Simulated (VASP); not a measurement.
OSZICAR of a VASP run on CdF2:

OSZICAR:
```
       N       E                     dE             d eps       ncg     rms          rms(c)
DAV:   1    -0.100449311559E+03   -0.10045E+03   -0.80130E-06   634   0.260E-02    0.251E-03
DAV:   2    -0.100449310196E+03    0.13632E-05   -0.44209E-07   444   0.644E-03    0.240E-03
DAV:   3    -0.100449311631E+03   -0.14355E-05   -0.17672E-07   420   0.371E-03    0.236E-03
DAV:   4    -0.100449304865E+03    0.67667E-05   -0.72816E-08   404   0.239E-03    0.236E-03
DAV:   5    -0.100449305874E+03   -0.10090E-05   -0.22725E-07   420   0.437E-03    0.235E-03
DAV:   6    -0.100449305278E+03    0.59532E-06   -0.66544E-08   420   0.228E-03
   1 F= -.10044931E+03 E0= -.10044931E+03  d E =-.213052E-13
```

Q: Which electronic solver shows in the log?

A: It is blocked Davidson (ALGO = Normal, or the opening steps of other solvers). The INCAR had ALGO = Normal.

Q: Can the final energy be trusted as converged?

A: Self-consistency was reached. It stopped with EDIFF = 1E-6, NELM = 100 (r2SCAN meta-GGA, plane waves, VASP's PBE PAW potentials (set 64)).

The cell is a thin slab with vacuum, built from CdF2 (fluorite): (111) face.
